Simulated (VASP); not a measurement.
Here is a VASP 6.6.1 calculation.

File INCAR:

```
  ALGO = Normal
  EDIFF = 1E-7
  ENCUT = 520
  GGA = CA
  ISIF = 2
  ISMEAR = 0
  ISPIN = 2
  LASPH = True
  LCHARG = False
  LDAU = True
  LDAUJ = 0 0
  LDAUL = 3 -1
  LDAUPRINT = 1
  LDAUTYPE = 2
  LDAUU = 8 0
  LMAXMIX = 6
  LORBIT = 11
  LREAL = False
  LWAVE = False
  MAGMOM = 5 0
  NELM = 150
  PREC = Accurate
  SIGMA = 0.05
```

The input KPOINTS:

```
k-points
0
Gamma
  6 6 6
```

POSCAR

```
DyO
1.0
    0.0000000000      2.5261071900      2.5261071900
    2.5261071900      0.0000000000      2.5261071900
    2.5261071900      2.5261071900      0.0000000000
Dy O
1 1
Direct
    0.0000000000      0.0000000000      0.0000000000
    0.2500000000      0.2500000000      0.2500000000
```

Potentials or basis: VASP PAW PBE potentials, release 64 (Dy, O).

Launch:

```sh
$ cat potpaw_PBE.64/Dy/POTCAR potpaw_PBE.64/O/POTCAR > POTCAR
$ mpirun -np 1 vasp_std > vasp.out
```

Estimate the net moment.

4.89 μB per cell.

What does it give for the pressure?

8.2 GPa.

Eigenvalues of the final occupation matrices:
| site | spin | trace | eigenvalues |
| --- | --- | --- | --- |
| site 1 f | 1 | 7.01 | 1.00 1.00 1.00 1.00 1.00 1.00 1.01 |
| site 1 f | 2 | 2.24 | 0.01 0.01 0.01 0.41 0.41 0.41 0.99 |

Caveat: the magnetic or orbital state may not be the lowest; the PAW data sets were made with another functional, which shifts forces and pressure a little; spin-orbit coupling is left out, which moves the levels of the heavy elements. The state reached can hang on the start; a lower one may exist.
